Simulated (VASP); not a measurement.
Input of a VASP 6.6.1 run:

INCAR

```
SYSTEM = BeCd2S3
ALGO     = Fast           ! electronic algorithm
EDIFF    = 1E-4           ! SCF threshold, eV
EDIFFG   = -0.08          ! ionic threshold
ENCUT    = 520            ! plane-wave cutoff, eV
GGA      = PE             ! functional
IBRION   = 2              ! ionic algorithm
ISIF     = 3              ! what is computed and relaxed
ISMEAR   = 0              ! smearing method
LASPH    = .TRUE.         ! aspherical terms in the spheres
LCHARG   = .FALSE.        ! write CHGCAR
LREAL    = .FALSE.        ! projectors in reciprocal space
LWAVE    = .FALSE.        ! write WAVECAR
NELM     = 60             ! most SCF steps
NSW      = 24             ! ionic steps
PREC     = Normal         ! precision mode
SIGMA    = 0.15           ! smearing width, eV
```

File KPOINTS:

```
k-points
0
G
  5 5 5
  0 0 0
```

Contents of POSCAR:

```
BeCd2S3
1.0
   -1.9200000000      5.7600000000      2.7150000000
    1.9200000000     -5.7600000000      2.7150000000
    1.9200000000      5.7600000000     -2.7150000000
Be Cd S
1 2 3
Direct
    0.0000000000      0.0000000000      0.0000000000
    0.6670000000      0.0000000000      0.6670000000
    0.3330000000      0.0000000000      0.3330000000
    0.2300000000      0.7300000000      0.5000000000
    0.5830000000      0.7500000000      0.8330000000
    0.9170000000      0.7500000000      0.1670000000
```

Potentials or basis: VASP PAW PBE potentials, release 64 (Be, Cd, S).

Command:

```console
$ cat potpaw_PBE.64/Be/POTCAR potpaw_PBE.64/Cd/POTCAR potpaw_PBE.64/S/POTCAR > POTCAR
$ mpirun -np 1 vasp_std > vasp.out
```

(1) Predict the relaxed volume.

(2) Predict the band gap on the k mesh.

(3) Predict the relaxed cell.

(4) What does it give for the space group after relaxing (to 0.05 Å)?

Answers

(1) 21.61 Å³/atom.

(2) 1.67 eV, direct.

(3) a = 6.823 Å, b = 6.823 Å, c = 6.823 Å, α = 146.99°, β = 60.47°, γ = 130.87°.

(4) Imm2 (No. 44).
